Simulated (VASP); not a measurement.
Runs of VASP 6.6.1 on N2. The cell holds a molecule in a box, 2 atoms: a = 9.000 Å, b = 9.600 Å, c = 10.200 Å, α = 90.00°, β = 90.00°, γ = 90.00°. 

```tsv
task	level	cell	grid for exact exchange (PRECFOCK)	screening parameter	gap on the mesh (eV)	largest force (eV/Å)
relaxation of the atoms	PBE	atoms relaxed	-	-	8.06	0.01
relaxation of the atoms	r2SCAN	atoms relaxed	-	-	(a)	-
single point	HSE06	as given	Fast	0.2 1/A	10.53	1.71
relaxation of the atoms	PBEsol	atoms relaxed	-	-	(b)	-
```

Alike in all rows: potentials or basis VASP PAW PBE potentials, release 64 (N); no spin polarisation; k mesh 1 × 1 × 1; cutoff (eV) 520; smearing gaussian 0.01 eV.

**Question.** Fill in the values left out.

**Answer.** (a) 8.91; (b) 8.05.

Caveats: the standard files for N, O and F lose accuracy on very short bonds; the PAW data sets were made with another functional, which shifts forces and pressure a little (some runs).

